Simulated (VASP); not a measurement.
SbC:

```
Sb C
1.0
     3.11468    0.00000    0.00000
     0.00000    3.11468    0.00000
     0.00000    0.00000    3.11468
Sb C
1 1
Direct
  0.50000 0.50000 0.50000
  0.00000 0.00000 0.00000
```

The cell was built by a generator and needn't be a form met in nature.

```yaml
Program: VASP 6.6.1
Task: relaxation of cell and atoms
Functional: PBEsol
Dispersion: D4
Potentials_or_basis: VASP PAW PBE potentials, release 64 (Sb, C)
Cutoff: 600 eV
k_mesh: 9 × 9 × 9
Occupations: fermi-dirac, width 0.05 eV
Spin: no spin polarisation
```

At the start: pressure -2.6 GPa; volume 15.11 Å³/atom.

**Question.** How do energy, volume and symmetry change on relaxing?

**Answer.** Over 5 steps the energy falls by 20.4 meV/atom and the volume is 14.04 Å³/atom (-7.0 %); space group Pm-3m (No. 221, to 0.05 Å).

The path:
```
step  energy change (eV)  largest force (eV/Å)  pressure (GPa)  volume (Å³)
   1              0.0000                0.0000           -2.61        30.22
   2             -0.0269                0.0000           -3.94        29.15
   3              0.0167                0.0000           10.24        26.11
   4             -0.0405                0.0000           -0.51        28.21
   5             -0.0407                0.0000            0.00        28.09
```

Final structure:
```xyz
2
Lattice="3.0397 0.0000 0.0000 0.0000 3.0397 0.0000 0.0000 0.0000 3.0397" Properties=species:S:1:pos:R:3 pbc="T T T"
Sb    1.5199    1.5199    1.5199
C     0.0000    0.0000    0.0000
```

Caveat: the PAW data sets were made with another functional, which shifts forces and pressure a little.
